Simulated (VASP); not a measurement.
# C2BrH5 in VASP: a series of runs, part 2 of 2

VASP 6.6.1. Earlier steps stand in the parts before.

## (3) Relaxation of the atoms, PBE (atoms moved at random, drawn with an rms of 0.02 Å)

Contents of INCAR:

```
ALGO = Normal
EDIFF = 1E-6
EDIFFG = -0.01
ENCUT = 520
GGA = PE
IBRION = 2
ISIF = 2
ISMEAR = 0
LASPH = T
LCHARG = F
LREAL = F
LWAVE = F
NELM = 60
NSW = 40
PREC = Accurate
SIGMA = 0.01
```

Contents of KPOINTS:

```
k-points
0
Gamma
  1 1 1
```

Contents of POSCAR:

```
H5C2Br
1.0
   13.0000000000      0.0000000000      0.0000000000
    0.0000000000     12.0000000000      0.0000000000
    0.0000000000      0.0000000000     12.0000000000
C Br H
2 1 5
Direct
    0.4452780000      0.5506900000      0.4784180000
    0.4975690000      0.4513870000      0.5250710000
    0.6320120000      0.4855610000      0.5886150000
    0.3704320000      0.5312570000      0.4458770000
    0.4902250000      0.5903820000      0.4129210000
    0.4315990000      0.6147810000      0.5445750000
    0.5118340000      0.3882620000      0.4588660000
    0.4535640000      0.4123450000      0.5934240000
```

Potentials or basis: VASP PAW PBE potentials, release 64 (C, Br, H).

Launch:

```bash
> cat potpaw_PBE.64/C/POTCAR potpaw_PBE.64/Br/POTCAR potpaw_PBE.64/H/POTCAR > POTCAR
> mpirun -np 1 vasp_gam > vasp.out
```

OUTCAR:

```text
EDIFF = 1E-6
   EDIFFG = -0.01
   ENCUT = 520
   GGA = PE
   IBRION = 2
   ISIF = 2
   ISMEAR = 0
   LASPH = T
   LREAL = F
   NELM = 60
   NSW = 40
   PREC = Accurate

 ion  position               nearest neighbor table
   1  0.445  0.551  0.478-   4 1.07   5 1.09   6 1.12   2 1.48
   2  0.498  0.451  0.525-   8 1.10   7 1.11   1 1.48   3 1.95
   3  0.632  0.486  0.589-   2 1.95
   4  0.370  0.531  0.446-   1 1.07
   5  0.490  0.590  0.413-   1 1.09
   6  0.432  0.615  0.545-   1 1.12
   7  0.512  0.388  0.459-   2 1.11
   8  0.454  0.412  0.593-   2 1.10

  LATTYP: Found a simple tetragonal cell.
 ALAT       =    12.0000000000
 C/A-ratio  =     1.0833333333

  Lattice vectors:

 A1 = (   0.0000000000,  12.0000000000,   0.0000000000)
 A2 = (   0.0000000000,   0.0000000000,  12.0000000000)
 A3 = (  13.0000000000,   0.0000000000,   0.0000000000)

Analysis of symmetry for initial positions (statically):
=====================================================================
 Subroutine PRICEL returns:
 Original cell was already a primitive cell.

 Routine SETGRP: Setting up the symmetry group for a
 simple tetragonal supercell.

 Subroutine GETGRP returns: Found  1 space group operations
 (whereof  1 operations were pure point group operations)
 out of a pool of 16 trial point group operations.

The static configuration has the point symmetry C_1 .

Analysis of symmetry for dynamics (positions and initial velocities):
=====================================================================
 Subroutine PRICEL returns:
 Original cell was already a primitive cell.

 Routine SETGRP: Setting up the symmetry group for a
 simple tetragonal supercell.

 Subroutine GETGRP returns: Found  1 space group operations
 (whereof  1 operations were pure point group operations)
 out of a pool of 16 trial point group operations.

The dynamic configuration has the point symmetry C_1 .

 Subroutine INISYM returns: Found  1 space group operations
 (whereof  1 operations are pure point group operations),
 and found     1 'primitive' translations

[... 117 lines left out ...]
  volume of cell :     1872.00
 maximum number of plane-waves:     25235
 NGX is ok and might be reduce to    98
   NGX = 49   NGY = 45   NGZ = 45

--------------------------------------- Ionic step        1  -------------------------------------------

 number of electron      19.9999999 magnetization

 Free energy of the ion-electron system (eV)
  ---------------------------------------------------
  ext. energy  EPLUGINS =         0.00000000
  ---------------------------------------------------
  free energy    TOTEN  =       -38.37287019 eV

  energy without entropy =      -38.37287019  energy(sigma->0) =      -38.37287019

------------------------ aborting loop because EDIFF is reached ----------------------------------------

  FORCE on cell =-STRESS in cart. coord.  units (eV):
  Direction    XX          YY          ZZ          XY          YZ          ZX
  --------------------------------------------------------------------------------------
  -------------------------------------------------------------------------------------
  Total        1.2836029      0.6994410     -0.4434355      0.0711126     -0.7429144      0.8307487
  in kB        1.0985895      0.5986263     -0.3795205      0.0608627     -0.6358336      0.7110078
  external PRESSURE =       0.4392318 kB  Pullay stress =       0.0000000 kB
[... 107 lines left out ...]
  FREE ENERGIE OF THE ION-ELECTRON SYSTEM (eV)
  ---------------------------------------------------
  free  energy   TOTEN  =       -38.4204324220 eV

  energy  without entropy=      -38.4204324220  energy(sigma->0) =      -38.42043242

[... ionic steps 4 to 12 ...]

--------------------------------------- Ionic step       13  -------------------------------------------

 number of electron      19.9999997 magnetization

------------------------ aborting loop because EDIFF is reached ----------------------------------------
[... 79 lines left out ...]
--------------------------------------- Ionic step       15  -------------------------------------------

 number of electron      19.9999997 magnetization

 Free energy of the ion-electron system (eV)
  ---------------------------------------------------
  ext. energy  EPLUGINS =         0.00000000
  ---------------------------------------------------
  free energy    TOTEN  =       -38.42956175 eV

  energy without entropy =      -38.42956175  energy(sigma->0) =      -38.42956175

 E-fermi :  -6.2278     XC(G=0):  -0.7432

 val. band max:       -6.3211378008   @ k =   0.0000   0.0000   0.0000
 cond. band min:      -1.0152545933   @ k =   0.0000   0.0000   0.0000
 fundamental gap:      5.3058832075
 Fermi energy:        -6.2277970873

 k-point     1 :       0.0000    0.0000    0.0000
  band No.  band energies     occupation
      1     -20.3910      2.00000
      2     -18.1845      2.00000
      3     -15.0643      2.00000
      4     -11.3491      2.00000
      5     -10.6812      2.00000
      6      -9.7153      2.00000
      7      -8.8030      2.00000
      8      -8.4071      2.00000
      9      -6.3617      2.00000
     10      -6.3211      2.00000
     11      -1.0153      0.00000
     12      -0.4660      0.00000
     13       0.3703      0.00000
     14       0.4808      0.00000
     15       0.5321      0.00000
[... 33 lines left out ...]
  FREE ENERGIE OF THE ION-ELECTRON SYSTEM (eV)
  ---------------------------------------------------
  free  energy   TOTEN  =       -38.4295617502 eV

  energy  without entropy=      -38.4295617502  energy(sigma->0) =      -38.42956175

 reached required accuracy - stopping structural energy minimisation
```

It took 7.1 min on 1 thread of Intel Xeon 6975P-C (Granite Rapids), shared host; peak memory 1.4 GiB.

Results:

* Free energy: -38.4296 eV
* Energy gained by relaxing: 7.1 meV/atom
* Ionic steps: 15
* Largest force after relaxing: 0.009 eV/Å
* Gap between the frontier levels: 5.31 eV

Forces on the atoms (eV/Å):
```
C    0.000  0.001 -0.009
C   -0.001  0.002 -0.002
Br   0.003 -0.005  0.003
H    0.001  0.001  0.003
H   -0.002 -0.002  0.001
H   -0.006 -0.001  0.003
H    0.001  0.000  0.004
H    0.003  0.004 -0.003
```

The path:
```csv
step,energy change (eV),largest force (eV/Å),pressure (GPa)
1,0.0000,1.7954,0.04
2,0.2556,5.2522,0.06
3,-0.0476,0.3274,0.04
4,-0.0545,0.1527,0.00
5,-0.0545,0.1580,0.00
6,-0.0550,0.2001,-0.02
7,-0.0557,0.0690,-0.01
8,-0.0563,0.0759,-0.01
9,-0.0563,0.0848,-0.01
10,-0.0566,0.0216,0.00
11,-0.0566,0.0214,0.00
12,-0.0566,0.0198,-0.01
13,-0.0566,0.0256,-0.01
14,-0.0567,0.0169,-0.01
15,-0.0567,0.0095,-0.01
```

Final structure:
```yaml
crystal:
  lattice:
    - [13.00000, 0.00000, 0.00000]
    - [0.00000, 12.00000, 0.00000]
    - [0.00000, 0.00000, 12.00000]
  atoms:
    - { symbol: C, position: [0.44468, 0.55314, 0.47919] }
    - { symbol: C, position: [0.49682, 0.45003, 0.52474] }
    - { symbol: Br, position: [0.63301, 0.48529, 0.58883] }
    - { symbol: H, position: [0.36914, 0.53004, 0.44453] }
    - { symbol: H, position: [0.49026, 0.59148, 0.41243] }
    - { symbol: H, position: [0.43238, 0.61562, 0.54463] }
    - { symbol: H, position: [0.51236, 0.38764, 0.46034] }
    - { symbol: H, position: [0.45389, 0.41142, 0.59308] }
```

Levels at points of the mesh, in eV from the valence-band top:
```tsv
k point	band 8	band 9	band 10	band 11	band 12	band 13
(0.00, 0.00, 0.00)	-2.09	-0.04	0.00	5.31	5.86	6.69
```

## (4) Atomic charges, PBE+TS

Contents of INCAR:

```
SYSTEM = H5C2Br
PREC = Accurate ; ENCUT = 520
EDIFF = 1E-6 ; ISMEAR = 0
SIGMA = 0.01 ; LREAL = .False.
LASPH = .True. ; NELM = 80
ALGO = Normal ; ISIF = 2
LWAVE = .False. ; LCHARG = .False.
GGA = PE ; IVDW = 2
LORBIT = 10
```

Contents of KPOINTS:

```
regular mesh
0
Gamma
  1 1 1
  0 0 0
```

Contents of POSCAR:

```
H5C2Br
1.0
   13.0000000000      0.0000000000      0.0000000000
    0.0000000000     12.0000000000      0.0000000000
    0.0000000000      0.0000000000     12.0000000000
C Br H
2 1 5
Direct
    0.4453653800      0.5530500000      0.4791458300
    0.4970653800      0.4506083300      0.5250875000
    0.6317961500      0.4852583300      0.5875791700
    0.3702038500      0.5302416700      0.4449375000
    0.4909038500      0.5905750000      0.4126541700
    0.4335423100      0.6154833300      0.5439625000
    0.5113576900      0.3880166700      0.4613375000
    0.4538423100      0.4129916700      0.5930125000
```

Launch:

```bash
> cat potpaw_PBE.64/C/POTCAR potpaw_PBE.64/Br/POTCAR potpaw_PBE.64/H/POTCAR > POTCAR
> mpirun -np 1 vasp_gam > vasp.out
```

Run time: 81 s. Hardware: 1 thread of Intel Xeon 6975P-C (Granite Rapids), shared host; peak memory 1.4 GiB.

The run converged. Its results:

| Quantity | Value |
| --- | --- |
| Free energy | -38.4442 eV |
| Largest force | 0.410 eV/Å |
| Gap between the frontier levels | 5.45 eV |
| Valence electrons inside the program's atomic spheres | C 2.65, 2.53; Br 4.88; H 0.69, 0.70 |
| Hirshfeld charges | C -0.12, -0.05; Br -0.06; H +0.05, +0.04 e |
| Dispersion energy per atom | -0.003 eV |

Forces on the atoms (eV/Å):
```
C   -0.005  0.013 -0.005
C   -0.144 -0.020 -0.066
Br   0.371  0.054  0.166
H   -0.208 -0.038 -0.091
H    0.100  0.109 -0.175
H   -0.052  0.170  0.145
H    0.049 -0.176 -0.157
H   -0.112 -0.112  0.182
```

Levels at points of the mesh, in eV from the valence-band top:
| k point | band 7 | band 8 | band 9 | band 10 | band 11 | band 12 | band 13 | band 14 |
| --- | --- | --- | --- | --- | --- | --- | --- | --- |
| (0.00, 0.00, 0.00) | -2.49 | -2.13 | -0.04 | 0.00 | 5.45 | 5.87 | 6.71 | 6.81 |

## (5) The reference run

An earlier run on the cell as given: functional PBE; potentials or basis VASP PAW PBE potentials, release 64 (C, Br, H); cutoff 520 eV; k mesh 1 × 1 × 1; occupations gaussian, width 0.01 eV; no spin polarisation.

- Largest force: 0.394 eV/Å
- Gap between the frontier levels: 5.45 eV

## (6) The runs side by side

| task | level | cell | gap on the mesh (eV) | largest force (eV/Å) |
| --- | --- | --- | --- | --- |
| single point | PBE | atoms moved at random, drawn with an rms of 0.05 Å | 5.53 | 3.67 |
| relaxation of the atoms | PBE | atoms relaxed from: atoms moved at random, drawn with an rms of 0.02 Å | 5.31 | 0.01 |
| atomic charges | PBE+TS | as given | 5.45 | 0.41 |
| single point | PBE | as given | 5.45 | 0.39 |

Alike in all rows: potentials or basis VASP PAW PBE potentials, release 64 (C, Br, H); no spin polarisation; k mesh 1 × 1 × 1; cutoff (eV) 520; smearing gaussian 0.01 eV.

Total energies depend on the potentials used, so only differences within one code and one set of settings carry meaning.
